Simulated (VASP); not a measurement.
Given:

```
BaTiO3
1.0
    4.08243     0.00000     0.00000
    0.00000     4.08243     0.00000
    0.00000     0.00000     4.08243
Ba Ti O
1 1 3
Cartesian
  0.00000   0.00000   0.00000
  2.04121   2.04121   2.04121
  2.04121   0.00000   2.04121
  0.00000   2.04121   2.04121
  2.04121   2.04121   0.00000
```

These are MS2 meta-GGA, VASP's PBE PAW potentials (set 64) (plane waves; VASP 6.6.1) values and carry that method's errors. Run with 520 eV cut-off, 6×6×6 Γ-centred mesh, Gaussian smearing of 0.050 eV, potentials Ba_sv Ti_sv O.

Unless said otherwise, spin-orbit coupling is left out, though it shifts the bands of the heavy elements here.

### Question
Estimate the energy per atom (σ→0), pressure, band gap (on the k-mesh) with the smallest direct gap where there is one.

### Answer

| Quantity | Result |
|---|---|
| band gap (on the k-mesh) | 1.96 eV |
| smallest direct gap (on the k-mesh) | 2.18 eV |
| energy per atom (σ→0) | -9.220 eV/atom |
| pressure | -9.23 GPa |

Only differences to runs with the same potentials and settings are physical.

The compound is BaTiO3 in the cubic perovskite structure, the ideal cubic form; the compound distorts at low or room temperature. This cell is one point of a volume scan, at 1.06 of the reference volume.
